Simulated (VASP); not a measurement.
A run of VASP 6.6.1:

The input INCAR:

```
PREC = Accurate
ENCUT = 400
EDIFF = 1E-6
ISMEAR = 0
SIGMA = 0.01
LREAL = False
LASPH = True
NELM = 60
ALGO = Normal
ISIF = 2
LWAVE = False
LCHARG = False
GGA = PE
IVDW = 12
```

Contents of KPOINTS:

```
Automatic mesh
0
Gamma
  1 1 1
```

Contents of POSCAR:

```
ZnH2O
1.0
   10.0000000000      0.0000000000      0.0000000000
    0.0000000000     13.0000000000      0.0000000000
    0.0000000000      0.0000000000     11.0000000000
O Zn H
1 1 2
Direct
    0.5357200000      0.4141000000      0.5662681800
    0.5046800000      0.5348384600      0.4965318200
    0.4668800000      0.3630153800      0.5619590900
    0.4878700000      0.6402153800      0.4399136400
```

Potentials or basis: VASP PAW PBE potentials, release 64 (O_s, Zn, H_s).

Run with:

```bash
$ cat potpaw_PBE.64/O_s/POTCAR potpaw_PBE.64/Zn/POTCAR potpaw_PBE.64/H_s/POTCAR > POTCAR
$ mpirun -np 1 vasp_gam > vasp.out
```

Hardware: 1 thread of Intel(R) Xeon(R) Platinum 8259CL CPU @ 2.50GHz (Skylake/Cascade Lake) (shared host).

Task: Estimate the wall time of this run.

Result: It took 3.2 min on 1 thread of Intel(R) Xeon(R) Platinum 8259CL CPU @ 2.50GHz (Skylake/Cascade Lake) (shared host), peak memory 0.88 GiB. Counts: scf iterations 56, k points 1.
